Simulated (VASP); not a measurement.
```yaml
crystal:
  lattice:
    - [0.00000, 2.51798, 2.51798]
    - [2.51798, 0.00000, 2.51798]
    - [2.51798, 2.51798, 0.00000]
  atoms:
    - { symbol: Gd, position: [0.00000, 0.00000, 0.00000] }
    - { symbol: N, position: [0.50000, 0.50000, 0.50000] }
```

All values below come from PBE GGA with D3 dispersion (zero damping), VASP's PBE PAW potentials (set 64) (plane waves; VASP). Run with 520 eV cut-off, 13×13×13 Γ-centred mesh, first-order Methfessel-Paxton smearing of 0.10 eV, potentials Gd_3 N.

The 4f electrons are frozen in the core of the lanthanide potential, so 4f levels, which can set the real gap, and their magnetism are missing.

Task: Give the stress tensor in GPa (positive for a compressed cell).

Result: 
```
-8.34   0.00   0.00
 0.00  -8.34   0.00
 0.00   0.00  -8.34
```
The pressure is its mean diagonal, -8.34 GPa.

The compound is GdN in the rock salt structure. This cell is one point of a volume scan, at 1.06 of the reference volume.
